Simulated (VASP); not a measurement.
# GaHClF: screened Coulomb integrals of an active space by constrained RPA

GaHClF, molecule in box, 4 atoms in the cell.

| Functional | Screened U within a state, mean (eV) | Screened U' between states, mean (eV) | Screened J (eV) | Bare U within a state, mean (eV) | Bare U' between states, mean (eV) | Time (s) |
|---|---|---|---|---|---|---|
| LDA | 7.89 | 5.79 | 0.08 | 10.89 | 6.86 | 244 |
| PBE | 7.86 | 5.78 | 0.11 | 10.82 | 6.91 | 237 |
| r2SCAN | 8.17 | 5.90 | 0.08 | 10.95 | 6.84 | 610 |
| PBE0 | 8.20 | 5.95 | 0.10 | 10.58 | 6.75 | 324 |
| HSE06 | 8.08 | 5.85 | 0.10 | 10.64 | 6.76 | 408 |

Limits: the cutoff lies under the usual one of these potentials, so the numbers hold a basis-set error; the periodic box is only 6.01 Å wide at its narrowest and no larger one was tried.

## Input of the first row

INCAR.step1:
```
ENCUT    = 420            # plane-wave cutoff, eV
PREC     = Accurate       # precision mode
ISMEAR   = -1             # smearing method
SIGMA    = 0.02           # smearing width, eV
LASPH    = T              # aspherical terms in the spheres
EDIFF    = 1E-7           # SCF threshold, eV
GGA      = CA             # functional
ALGO     = Normal         # electronic algorithm
NELM     = 150            # most SCF steps
LWAVE    = T              # write WAVECAR
LCHARG   = F              # write CHGCAR
```

INCAR.step2, as INCAR.step1 but for:
```
- ALGO = Normal
- NELM = 150
+ ALGO = Exact
+ NELM = 1
+ NBANDS = 134
+ LOPTICS = T
```

INCAR.step3:
```
ENCUT    = 420            # plane-wave cutoff, eV
PREC     = Accurate       # precision mode
ISMEAR   = -1             # smearing method
SIGMA    = 0.02           # smearing width, eV
LASPH    = T              # aspherical terms in the spheres
GGA      = CA             # functional
ALGO     = CRPA           # electronic algorithm
NBANDS   = 136            # bands
ENCUTGW  = 90             # cutoff of the response function
PRECFOCK = Fast         
LOCALIZED_BASIS= BLOCH        
LWAVE    = F              # write WAVECAR
LCHARG   = F              # write CHGCAR
NCRPA_BANDS= 14 15        
NTARGET_STATES= 14 15         
```

KPOINTS:
```
k-points
0
Gamma
  1 1 1
```

POSCAR:
```
GaHClF
1.0
    7.7500000000      0.0000000000      0.0000000000
    0.0000000000      8.0800000000      0.0000000000
    0.0000000000      0.0000000000      6.0100000000
F Ga Cl H
1 1 1 1
Direct
    0.3223870900      0.5194987700      0.5632529100
    0.5431612800      0.5310334200      0.5091264500
    0.6776129100      0.3091893500      0.5841181300
    0.6241677400      0.6908106500      0.4158818700
```

Commands (each step's output is kept before the next begins):
```
cat potpaw_LDA.64/F_GW/POTCAR potpaw_LDA.64/Ga_d_GW/POTCAR potpaw_LDA.64/Cl_GW/POTCAR potpaw_LDA.64/H_GW/POTCAR > POTCAR
cp INCAR.step1 INCAR
mpirun -np 4 vasp_std > vasp.out
cp INCAR.step2 INCAR
mpirun -np 4 vasp_std > vasp.out
cp INCAR.step3 INCAR
mpirun -np 4 vasp_std > vasp.out
```

Changes of the last row against the first:
```
(all steps)
- GGA = CA
+ GGA = PE
+ LHFCALC = True
+ HFSCREEN = 0.2
- cat potpaw_LDA.64/F_GW/POTCAR potpaw_LDA.64/Ga_d_GW/POTCAR potpaw_LDA.64/Cl_GW/POTCAR potpaw_LDA.64/H_GW/POTCAR > POTCAR
+ cat potpaw_PBE.64/F_GW/POTCAR potpaw_PBE.64/Ga_d_GW/POTCAR potpaw_PBE.64/Cl_GW/POTCAR potpaw_PBE.64/H_GW/POTCAR > POTCAR
```

VASP 6.6.1 took 244 s on 4 cores (Intel Xeon 6975P-C (Granite Rapids)), a shared host.
